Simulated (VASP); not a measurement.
Consider the following.

```
CSi
1.0
    0.00000     2.11225     2.11225
    2.11225     0.00000     2.11225
    2.11225     2.11225     0.00000
Si C
1 1
Direct
  0.00000   0.00000   0.00000
  0.25000   0.25000   0.25000
```

These are r2SCAN meta-GGA, VASP's PBE PAW potentials (set 64) (plane waves; VASP) values and carry that method's errors. Numerical set-up: 600 eV cut-off, 10×10×10 Γ-centred mesh, Gaussian smearing of 0.050 eV, potentials Si C.

Task: Predict the energy per atom (σ→0), pressure.

Result: 
```json
{
  "energy per atom (σ→0)": "-9.600 eV/atom",
  "pressure": "24.54 GPa"
}
```

Only differences to runs with the same potentials and settings are physical.

The compound is SiC in the zinc blende structure. This cell was strained or had an atom moved on purpose.
